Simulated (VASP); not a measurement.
Method: PBEsol GGA, VASP's PBE PAW potentials (set 64) (plane waves; VASP).

Input for VASP

**KPOINTS**
```
Automatic mesh
0
Gamma
10 10 10
0 0 0
```

POSCAR:
```
WTe
1.0
  0.0000000000   3.0140658668   3.0140658668
  3.0140658668   0.0000000000   3.0140658668
  3.0140658668   3.0140658668   0.0000000000
W Te
1 1
Cart
  0.0000000000   0.0000000000   0.0000000000
  1.5070329334   1.5070329334   1.5070329334
```

### INCAR
```
# general
SYSTEM   =  WTe
PREC     =  Accurate
ENCUT    =  400   # plane-wave cut-off (eV)
LREAL    =  .False.
LASPH    =  .True.   # aspherical one-centre terms

# electronic loop
EDIFF    =  1E-6
NELM     =  100
ALGO     =  Normal
LMAXMIX  =  6   # l cut-off of mixed one-centre charges

# smearing
ISMEAR   =  1   # Methfessel-Paxton
SIGMA    =  0.1

# functional
GGA      =  PS   # PBEsol

# ions
IBRION   =  2   # conjugate gradients
NSW      =  60   # most ionic steps
ISIF     =  3
EDIFFG   =  -0.01   # ionic stop

# output
LWAVE    =  .False.
LCHARG   =  .False.
```

POTCAR, in this order: W_sv Te (PBE.64 set). Program: vasp_std.

Output of the run:

File OUTCAR:
```
 ion  position               nearest neighbor table
   1  0.000  0.000  0.000-   2 2.61   2 2.61   2 2.61   2 2.61
   2  0.250  0.250  0.250-   1 2.61   1 2.61   1 2.61   1 2.61
  LATTYP: Found a face centered cubic cell.
 ALAT       =     6.0281317336
 Subroutine PRICEL returns:
 Original cell was already a primitive cell.
 Subroutine GETGRP returns: Found 24 space group operations
The static configuration has the point symmetry T_d .
The dynamic configuration has the point symmetry T_d .
 Subroutine INISYM returns: Found 24 space group operations
 Subroutine IBZKPT returns following result:
 Found     47 irreducible k-points:

 Following reciprocal coordinates:
            Coordinates               Weight
  0.000000  0.000000  0.000000      1.000000
  0.100000  0.000000  0.000000      8.000000
  0.200000  0.000000  0.000000      8.000000
  0.300000  0.000000  0.000000      8.000000
  0.400000  0.000000  0.000000      8.000000
  0.500000  0.000000  0.000000      4.000000
  0.100000  0.100000  0.000000      6.000000
  0.200000  0.100000  0.000000     24.000000
  0.300000  0.100000  0.000000     24.000000
  0.400000  0.100000  0.000000     24.000000
  0.500000  0.100000  0.000000     24.000000
 -0.400000  0.100000  0.000000     24.000000
 -0.300000  0.100000  0.000000     24.000000
 -0.200000  0.100000  0.000000     24.000000
 -0.100000  0.100000  0.000000     12.000000
  0.200000  0.200000  0.000000      6.000000
  0.300000  0.200000  0.000000     24.000000
  0.400000  0.200000  0.000000     24.000000
  0.500000  0.200000  0.000000     24.000000
 -0.400000  0.200000  0.000000     24.000000
 -0.300000  0.200000  0.000000     24.000000
 -0.200000  0.200000  0.000000     12.000000
  0.300000  0.300000  0.000000      6.000000
  0.400000  0.300000  0.000000     24.000000
...
```

OSZICAR:
```
       N       E                     dE             d eps       ncg     rms          rms(c)
DAV:   1     0.113164740797E+03    0.11316E+03   -0.88152E+03  1348   0.115E+03
DAV:   2    -0.102756842047E+02   -0.12344E+03   -0.12151E+03  1598   0.299E+02
DAV:   3    -0.144636159038E+02   -0.41879E+01   -0.40183E+01  1616   0.526E+01
DAV:   4    -0.145296554845E+02   -0.66040E-01   -0.65965E-01  1774   0.715E+00
DAV:   5    -0.145304615543E+02   -0.80607E-03   -0.80606E-03  1652   0.674E-01    0.138E+01
DAV:   6    -0.142435704885E+02    0.28689E+00   -0.13022E+00  1448   0.874E+00    0.565E+00
DAV:   7    -0.142115966357E+02    0.31974E-01   -0.53046E-02  1430   0.170E+00    0.291E+00
DAV:   8    -0.142022708608E+02    0.93258E-02   -0.12511E-02  1682   0.962E-01    0.153E-01
DAV:   9    -0.142023203894E+02   -0.49529E-04   -0.48034E-04  1516   0.181E-01    0.872E-02
DAV:  10    -0.142023566164E+02   -0.36227E-04   -0.70785E-05  1574   0.804E-02    0.189E-02
DAV:  11    -0.142023560368E+02    0.57957E-06   -0.40466E-06  1644   0.180E-02
   1 F= -.14202356E+02 E0= -.14202417E+02  d E =-.142024E+02
       N       E                     dE             d eps       ncg     rms          rms(c)
DAV:   1    -0.142032532486E+02   -0.89663E-03   -0.19488E-02  1406   0.167E+00    0.279E-01
DAV:   2    -0.142024151302E+02    0.83812E-03   -0.37212E-03  1376   0.525E-01    0.522E-02
DAV:   3    -0.142023450748E+02    0.70055E-04   -0.12940E-04  1568   0.833E-02    0.309E-02
DAV:   4    -0.142023284534E+02    0.16621E-04   -0.56974E-05  1520   0.631E-02    0.223E-02
DAV:   5    -0.142023296453E+02   -0.11919E-05   -0.27509E-06  1498   0.159E-02    0.754E-03
DAV:   6    -0.142023298076E+02   -0.16235E-06   -0.82466E-07   766   0.747E-03
   2 F= -.14202330E+02 E0= -.14202402E+02  d E =0.262292E-04
       N       E                     dE             d eps       ncg     rms          rms(c)
DAV:   1    -0.142027401631E+02   -0.41052E-03   -0.78909E-03  1406   0.106E+00    0.177E-01
DAV:   2    -0.142024022264E+02    0.33794E-03   -0.15060E-03  1340   0.333E-01    0.332E-02
DAV:   3    -0.142023733029E+02    0.28923E-04   -0.52694E-05  1592   0.530E-02    0.195E-02
DAV:   4    -0.142023653396E+02    0.79634E-05   -0.23125E-05  1514   0.401E-02    0.140E-02
DAV:   5    -0.142023649245E+02    0.41507E-06   -0.10405E-06  1048   0.101E-02
   3 F= -.14202365E+02 E0= -.14202430E+02  d E =-.888767E-05
```

File OUTCAR:
```
------------------------ aborting loop because EDIFF is reached ----------------------------------------
  FORCE on cell =-STRESS in cart. coord.  units (eV):
  Direction    XX          YY          ZZ          XY          YZ          ZX
  --------------------------------------------------------------------------------------
  Total        0.0040847      0.0040847      0.0040847      0.0000000      0.0000000      0.0000000
  in kB        0.1195959      0.1195959      0.1195959      0.0000000      0.0000000      0.0000000
  external PRESSURE =       0.1195959 kB  Pullay stress =       0.0000000 kB
  volume of cell :       54.72
      direct lattice vectors                 reciprocal lattice vectors
     0.000000000  3.013289046  3.013289046    -0.165931642  0.165931642  0.165931642
     3.013289046  0.000000000  3.013289046     0.165931642 -0.165931642  0.165931642
     3.013289046  3.013289046  0.000000000     0.165931642  0.165931642 -0.165931642
 POSITION                                       TOTAL-FORCE (eV/Angst)
 -----------------------------------------------------------------------------------
      0.00000      0.00000      0.00000        -0.000000     -0.000000     -0.000000
      1.50664      1.50664      1.50664         0.000000      0.000000      0.000000
 -----------------------------------------------------------------------------------
    total drift:                               -0.000001     -0.000001     -0.000001
  FREE ENERGIE OF THE ION-ELECTRON SYSTEM (eV)
  ---------------------------------------------------
  free  energy   TOTEN  =       -14.2023649245 eV

  energy  without entropy=      -14.2025601233  energy(sigma->0) =      -14.20242999

 reached required accuracy - stopping structural energy minimisation
```
(Selected blocks of OUTCAR.)

**CONTCAR**
```
WTe
   1.00000000000000
     0.0000000000000000    3.0132890463346951    3.0132890463346951
     3.0132890463346951    0.0000000000000000    3.0132890463346951
     3.0132890463346951    3.0132890463346951    0.0000000000000000
  W               Te
     1     1
Direct
     0.0000000000000000    0.0000000000000000    0.0000000000000000
     0.2500000000000000    0.2500000000000000    0.2500000000000000
```

The structure was generated: WTe was put into the zinc blende type (F-43m), which need not be its known phase. This run relaxes it. Symmetry was kept, so distortions that lower it aren't found. The start is the result of an earlier pass.
